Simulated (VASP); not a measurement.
```
CELL_PARAMETERS angstrom
     -2.79130     2.79130     5.08587
      2.79130    -2.79130     5.08587
      2.79130     2.79130    -5.08587
ATOMIC_POSITIONS crystal
  Al 0.50000 0.50000 0.00000
  Al 0.25000 0.75000 0.50000
  Cd 0.00000 0.00000 0.00000
  S  0.39936 0.85486 0.98537
  S  0.86948 0.41399 0.01463
  S  0.14514 0.13052 0.54450
  S  0.58601 0.60064 0.45550
```

These are r2SCAN meta-GGA, VASP's PBE PAW potentials (set 64) (plane waves; VASP) values and carry that method's errors. Run with 400 eV cut-off, 6×6×6 Γ-centred mesh, tetrahedra with Blöchl corrections, potentials Al Cd S.

**Question.** Give the energies of bands 11 to 24 at the high-symmetry points, in eV from the valence-band maximum.

**Answer.** 
```tsv
band	Γ	X	P	N	M	S	R
11	-3.75	-4.77	-4.70	-3.58	-4.25	-3.88	-4.59
12	-3.07	-3.79	-4.23	-3.21	-2.87	-3.48	-3.82
13	-3.05	-2.74	-3.08	-3.13	-2.49	-2.81	-2.73
14	-3.05	-2.44	-1.93	-2.83	-2.49	-2.43	-2.42
15	-2.12	-2.03	-1.57	-2.00	-1.97	-2.10	-2.02
16	-2.09	-1.17	-1.36	-1.69	-1.16	-1.80	-1.48
17	-1.17	-1.14	-1.07	-1.63	-1.14	-1.32	-1.24
18	-1.17	-0.64	-0.67	-0.91	-1.14	-1.14	-0.70
19	-0.11	-0.30	-0.49	-0.82	-1.12	-0.91	-0.37
20	-0.11	-0.25	-0.31	-0.45	-0.40	-0.34	-0.33
21	-0.08	-0.01	-0.14	-0.10	-0.40	-0.03	-0.12
22	3.40	4.03	4.29	5.11	4.26	4.72	4.29
23	3.96	5.31	5.37	5.72	4.26	5.11	5.41
24	5.38	5.57	5.45	5.86	4.38	5.29	5.85
```

The gap is indirect, 3.40 eV, from the valence maximum at (-0.33, 0.33, 0.17) to the conduction minimum at Γ.

The compound is Al2CdS4 in the sg82 structure. It was relaxed first.
